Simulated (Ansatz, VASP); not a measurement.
# PtSe2 (Sudovikovite): VASP beside Ansatz, part 2 of 2

Wanted: the spread between two codes on one cell, functional and k mesh. The structure shown is the start of the Ansatz relaxation below; VASP solves that cell, so the two are compared at the walk's first step.

VASP 6.6.1 and Ansatz 0.2.0.

So far. Step 3 (VASP: single point, PBEsol with D3(BJ), start cell …): The run ends at a pressure of 14.15 GPa, with forces up to 0.25 eV/Å.

## Step 7: VASP: single point, PBEsol with D3(BJ), start cell, pair 2

Level of this step: PBEsol with D3(BJ); plane waves and PAW (Se, Pt) (VASP).

The same cell, functional, mesh and smearing now go to VASP, with its own data sets.

The input, INCAR:

```
SYSTEM = PtSe2
PREC = Accurate
ENCUT = 400
EDIFF = 1E-06
NELM = 120
ISMEAR = 1
SIGMA = 0.2
LREAL = .FALSE.
ALGO = Normal
GGA = PS
IVDW = 12
NBANDS = 17
LASPH = .TRUE.
LORBIT = 11
LWAVE = .FALSE.
LCHARG = .FALSE.
ISIF = 2
GGA_COMPAT = .FALSE.
KPAR = 2
```

The input, POSCAR:

```
PtSe2
1.0
    3.6766020000      0.0000000000      0.0000000000
   -1.8383010000      3.1840310000      0.0000000000
    0.0000000000      0.0000000000      4.4057160000
Se Pt
2 1
Direct
    0.3333332810      0.6666665620      0.2811667842
    0.6666667190      0.3333334380      0.7188332158
    0.0000000000      0.0000000000      0.0000000000
```

The input, KPOINTS:

```
Automatic mesh
0
Gamma
15 15 8
0 0 0
```

The projector-augmented-wave data sets are Se and Pt (PBE family, release 64).

Command:

```console
$ mpirun -np 2 vasp_std
```

Numbers of over 12 decimals in the logs are rounded to 6 here.

Log:

```text
[banner, memory and clock lines left out]
running    2 mpi-ranks, on    1 nodes
[...]
[... a notice as in an earlier step ...]

 LDA part: xc-table for (Slater+PW92), standard interpolation
 POSCAR, INCAR and KPOINTS ok, starting setup
[...]
entering main loop
       N       E                     dE             d eps       ncg     rms          rms(c)
DAV:   1     0.893651232620E+02    0.89365E+02   -0.89348E+03  6864   0.929E+02
DAV:   2    -0.128930508658E+02   -0.10226E+03   -0.99422E+02  8278   0.201E+02
DAV:   3    -0.163475053788E+02   -0.34545E+01   -0.34350E+01  7750   0.375E+01
DAV:   4    -0.163682976062E+02   -0.20792E-01   -0.20785E-01  8362   0.319E+00
[...]
DAV:  10    -0.156125040810E+02   -0.27976E-04   -0.76194E-04  7775   0.199E-01    0.450E-02
DAV:  11    -0.156124983686E+02    0.57124E-05   -0.51526E-05  7853   0.609E-02    0.254E-02
DAV:  12    -0.156124983452E+02    0.23380E-07   -0.29639E-06  6600   0.126E-02
   1 F= -.17130489E+02 E0= -.17131193E+02  d E =0.211227E-02
```

OUTCAR, selected parts (step 7):

```text
 Edisp (eV)   -1.51799

  Total       3.60766     3.60766     3.22267     0.00000     0.00000     0.00000
  in kB     112.07171   112.07173   100.11194     0.00000     0.00000     0.00000
  external pressure =      108.09 kB  Pullay stress =        0.00 kB

 POSITION                                       TOTAL-FORCE (eV/Angst)
 -----------------------------------------------------------------------------------
      0.00000      2.12269      1.23874         0.000000      0.000000      0.247522
      1.83830      1.06134      3.16698        -0.000000     -0.000000     -0.247522
      0.00000      0.00000      0.00000        -0.000000      0.000000      0.000000
 -----------------------------------------------------------------------------------
    total drift:                                0.000000      0.000000      0.000000

  FREE ENERGIE OF THE ION-ELECTRON SYSTEM (eV)
  ---------------------------------------------------
  free  energy   TOTEN  =       -17.1304889267 eV

  energy  without entropy=      -17.1326011995  energy(sigma->0) =      -17.13119302

[... 1 part as in an earlier step ...]

[... 2 further parts left out ...]
[key lines of the parts left out:]
E-fermi :   8.5249
```

The run ends at a pressure of 10.81 GPa, with forces up to 0.25 eV/Å.

## Step 8: Differences

What differs besides the data sets and the points named for the pairs above, as far as they apply: the data sets hold 50 valence electrons in Ansatz (on its PAW soft_1 files) and 22 in VASP. Total energies have different zeros and are not compared.

Forces (eV/Å; atoms numbered as in POSCAR):

| atom | Ansatz x, y, z | VASP x, y, z |
| --- | --- | --- |
| Se1 | 0.000, 0.000, 0.227 | 0.000, 0.000, 0.248 |
| Se2 | 0.000, 0.000, -0.227 | 0.000, 0.000, -0.248 |
| Pt3 | 0.000, 0.000, 0.000 | 0.000, 0.000, 0.000 |

The forces differ by 9.7 meV/Å r.m.s., which is 8.3 % of the r.m.s. force of 0.117 eV/Å (both taken over all components).

## Step 9: Other set-ups

Further runs change the set-up of one program: Ansatz's method, potentials or start, or VASP's data sets, cutoff or form of LDA. The table gives that difference for each run.

```
                         run  r.m.s. force difference (meV/Å)
                    as above                              9.7
VASP with a cutoff of 500 eV (perhaps on Ansatz's relaxed cell)                              8.7
```

## Step 10: Ansatz: relaxation, PBEsol with D3(BJ)

The two programs are compared at the cell with which this relaxation starts, whose forces are those of its first step. The cell compared in this pair holds 52.70 Å³, against 51.58 Å³ for the pair before.

The structure compared here is the start of the Ansatz relaxation; VASP solves that cell, so the two are compared at the walk's first step.

The input, input.yaml:

```yaml
crystal:
  lattice:
    - [3.6902604428, 0.0, 0.0]
    - [-1.8451302214, 3.1958592901, 0.0]
    - [0.0, 0.0, 4.4682332636]
  atoms:
    - { symbol: Se, position: [0.3333333333, 0.6666666667, 0.2782625837] }
    - { symbol: Se, position: [0.6666666667, 0.3333333333, 0.7217374163] }
    - { symbol: Pt, position: [0.0, 0.0, 0.0] }
kpoints:
  mp_grid: { grid: [15, 15, 8] }
hamiltonian:
  xc: pbesol
  dispersion: d3bj
  pseudopotentials: { kind: paw, azcp: { folder: soft_1 }, xc_functional: pbe }
scf:
  occupations: { method: methfessel_paxton, width: 0.2 }
output:
  forces: true
  stress: true
  eigenvalues: true
relax:
  adjacent_minimum: "off"
  f_tol: 0.001
  max_steps: 60
  cell: { stress_tol: 0.01, fix: [volume] }
```

Command:

```console
$ ansatz run input.yaml --threads 4 --pin off --max-ram 10240MiB --backend cpu --events-out ev --progress --plain --runs-dir out
```

Log:

```text
[...]
Crystal: 3 atoms, lattice volume = 52.696 Å³
Basis set: ecut = 420 eV, 1035 PW (Γ), exchange–correlation on 50×50×60 points (8 copies of the dense FFT grid, shifted against one another)
Bands: 30, of which v1, the nominal top of the filled ones, is band 25 counted from 1 (24 counted from 0)
Symmetry: 12 space group operations
[...]
k-points: 192 of 1800
[...]
--- Relaxed structure (4 steps of the walk, 4 accepted, 1 SCFs on fresh bases) ---
[...]
cell:  # Å, volume = 52.6963 Å³
    - [3.703054, 0, 0]
    - [-1.851527, 3.206939, 0]
    - [0, 0, 4.437413]
  atoms:
    - { symbol: Se, position: [0.333333, 0.666667, 0.281167] }
    - { symbol: Se, position: [0.666667, 0.333333, 0.718833] }
    - { symbol: Pt, position: [0, 0, 5.166353208077217e-19] }
[key lines of the parts left out:]
SCF converged after 7 iterations
Free energy (F): -23236.342624 eV
Fermi energy:    15.595705 eV
P = ⅓ Tr σ = 6.5326 GPa (65.326 kbar)
```

## Step 11: VASP: single point, PBEsol with D3(BJ), start cell, pair 3

The same cell, functional, mesh and smearing now go to VASP, with its own data sets.

INCAR is that of step 7.

The input, POSCAR:

```
PtSe2
1.0
    3.6902600000      0.0000000000      0.0000000000
   -1.8451300000      3.1958590000      0.0000000000
    0.0000000000      0.0000000000      4.4682330000
Se Pt
2 1
Direct
    0.3333333855      0.6666667710      0.2782625705
    0.6666666145      0.3333332290      0.7217374295
    0.0000000000      0.0000000000      0.0000000000
```

KPOINTS is that of step 7.

Command:

```console
$ mpirun -np 2 vasp_std
```

Log:

```text
[... set-up lines as in an earlier step ...]
 entering main loop
       N       E                     dE             d eps       ncg     rms          rms(c)
DAV:   1     0.914091317009E+02    0.91409E+02   -0.88974E+03  6792   0.927E+02
DAV:   2    -0.128742798750E+02   -0.10428E+03   -0.10147E+03  8308   0.203E+02
DAV:   3    -0.164473475898E+02   -0.35731E+01   -0.35497E+01  7802   0.380E+01
DAV:   4    -0.164684775302E+02   -0.21130E-01   -0.21123E-01  8322   0.321E+00
[...]
DAV:  10    -0.157025242696E+02   -0.25602E-04   -0.82478E-04  7689   0.201E-01    0.434E-02
DAV:  11    -0.157025193291E+02    0.49404E-05   -0.51753E-05  7961   0.602E-02    0.253E-02
DAV:  12    -0.157025192276E+02    0.10158E-06   -0.29878E-06  6943   0.126E-02
   1 F= -.17187219E+02 E0= -.17187970E+02  d E =0.225111E-02
```

From OUTCAR (step 11):

```text
 Edisp (eV)   -1.48470

  Total       2.72093     2.72093     2.34532     0.00000     0.00000    -0.00000
  in kB      82.72713    82.72714    71.30689     0.00000     0.00000    -0.00000
  external pressure =       78.92 kB  Pullay stress =        0.00 kB

 POSITION                                       TOTAL-FORCE (eV/Angst)
 -----------------------------------------------------------------------------------
     -0.00000      2.13057      1.24334         0.000000     -0.000000      0.240946
      1.84513      1.06529      3.22489        -0.000000      0.000000     -0.240946
      0.00000      0.00000      0.00000         0.000000      0.000000      0.000000
 -----------------------------------------------------------------------------------
    total drift:                                0.000000      0.000000      0.000000

  FREE ENERGIE OF THE ION-ELECTRON SYSTEM (eV)
  ---------------------------------------------------
  free  energy   TOTEN  =       -17.1872194975 eV

  energy  without entropy=      -17.1894706067  energy(sigma->0) =      -17.18796987

[... 1 part as in an earlier step ...]

[... 2 further parts left out ...]
[key lines of the parts left out:]
E-fermi :   8.2095
```

The run ends at a pressure of 7.89 GPa, with forces up to 0.24 eV/Å.

## Step 12: Differences

What differs besides the data sets and the points named for the pairs above, as far as they apply: the data sets hold 50 valence electrons in Ansatz (on its PAW soft_1 files) and 22 in VASP. Total energies have different zeros and are not compared.

Forces (eV/Å; atoms numbered as in POSCAR):

```
atom        Ansatz x, y, z          VASP x, y, z
 Se1   0.000, 0.000, 0.221   0.000, 0.000, 0.241
 Se2  0.000, 0.000, -0.221  0.000, 0.000, -0.241
 Pt3   0.000, 0.000, 0.000   0.000, 0.000, 0.000
```

The forces differ by 9.3 meV/Å r.m.s., which is 8.2 % of the r.m.s. force of 0.114 eV/Å (both taken over all components).

## Step 13: Other set-ups

Further runs change the set-up of one program: Ansatz's method, potentials or start, or VASP's data sets, cutoff or form of LDA. The table gives that difference for each run.

```
                         run  r.m.s. force difference (meV/Å)
                    as above                              9.3
VASP with a cutoff of 500 eV (perhaps on Ansatz's relaxed cell)                              8.4
```

## Step 14: What came out

```yaml
r_m_s_force_difference_single_point_pbesol_with_d3_bj_start_cell_pair_1: 10 meV/Å
r_m_s_force_difference_single_point_pbesol_with_d3_bj_start_cell_pair_2: 9.7 meV/Å
r_m_s_force_difference_single_point_pbesol_with_d3_bj_start_cell_pair_3: 9.3 meV/Å
```

In words: The r.m.s. force difference is 10 meV/Å (single point, PBEsol with D3(BJ), start cell, pair 1), within the 12 meV/Å picked in this series as the mark of a large difference. The data sets hold unlike numbers of valence electrons (50 in Ansatz and 22 in VASP), so part of the differences comes from the potentials. 7 further runs of this series are not shown here. Such differences can come from data sets, numerical settings and the points named under the comparisons, not from the functional's error against experiment.

[Lines on the potential files, build, host, timing and source positions are cut from VASP's logs without a mark.]

[Logs are printed without paths, hosts, clocks, repeated set-up lines and the standing remarks that a program may print on its own settings, such as how far it seeks lower states.]

[Hosts, paths, dates, database ids (printed as entryN), source tags and the programs' standing remarks are cut or masked in the printed files.]

[Rows of further runs with another cutoff or data set may stand on the cell that Ansatz relaxed, not on the start cell of the pair above them.]
